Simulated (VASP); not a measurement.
Consider the following.

```
Ag
1.0
    2.90391     0.00000     0.00000
   -1.45196     2.51486     0.00000
    0.00000     0.00000    24.54557
Ag
4
Cartesian
 -1.45196   2.51486   8.73003
  1.45196   0.83829  11.08632
  0.00000   1.67657  13.45925
  0.00000   0.00000  15.81554
```

Computed with r2SCAN meta-GGA, VASP's PBE PAW potentials (set 64) (plane waves; VASP). Run with PREC = Normal, 400 eV cut-off, 11×11×1 Γ-centred mesh, first-order Methfessel-Paxton smearing of 0.10 eV, potentials Ag.

Predict the energy per atom (σ→0), band gap (on the k-mesh) with the smallest direct gap where there is one.

The band gap (on the k-mesh) is none (metal, semimetal or under 0.01 eV). The energy per atom (σ→0) comes out as -21.156 eV/atom.

Total energies compare only between runs with the same potentials, cut-off and functional.

The cell is a thin slab with vacuum, built from Ag (fcc): (111) face.
